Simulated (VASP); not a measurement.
Data:

```xyz
2
Lattice="0.0000 2.1510 2.1510 2.1510 0.0000 2.1510 2.1510 2.1510 0.0000" Properties=species:S:1:pos:R:3 pbc="T T T"
Mg     0.0000     0.0000     0.0000
O      2.1510     2.1510     2.1510
```

The numbers are results of PBE GGA with D4 dispersion, VASP's PBE PAW potentials (set 64) (plane waves; VASP 6.6.1), not measurements. Run with 520 eV cut-off, 11×11×11 Γ-centred mesh, Gaussian smearing of 0.050 eV, potentials Mg O.

Task: Give the stress tensor in GPa (positive for a compressed cell).

Result: 
```
-8.15   0.00   0.00
 0.00  -8.15   0.00
 0.00   0.00  -8.15
```
The pressure is its mean diagonal, -8.15 GPa.

The compound is MgO in the rock salt structure. This cell is one point of a volume scan, at 1.06 of the reference volume.
